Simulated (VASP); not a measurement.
```
ScTe
1.0
    0.00000     3.19381     3.19381
    3.19381     0.00000     3.19381
    3.19381     3.19381     0.00000
Sc Te
1 1
Direct
  0.00000   0.00000   0.00000
  0.25000   0.25000   0.25000
```

Method: LDA (Ceperley-Alder, Perdew-Zunger), VASP's LDA PAW potentials (set 64) (plane waves; VASP 6.6.1). Settings: 400 eV cut-off, 11×11×11 Γ-centred mesh, tetrahedra with Blöchl corrections, potentials Sc_sv Te.

Unless said otherwise, spin-orbit coupling is left out, though it shifts the bands of the heavy elements here.

Q: Predict the energy per atom (σ→0), band gap (on the k-mesh) with the smallest direct gap where there is one.

A: 
```yaml
band gap (on the k-mesh): none (metal, semimetal or under 0.01 eV)
energy per atom (σ→0): -6.014 eV/atom
```

The structure was generated: ScTe was put into the zinc blende type (F-43m), which need not be its known phase. It was relaxed first, which changed the volume by -28 %. The electron count is odd and the run is not spin-polarised, which forces a metal.
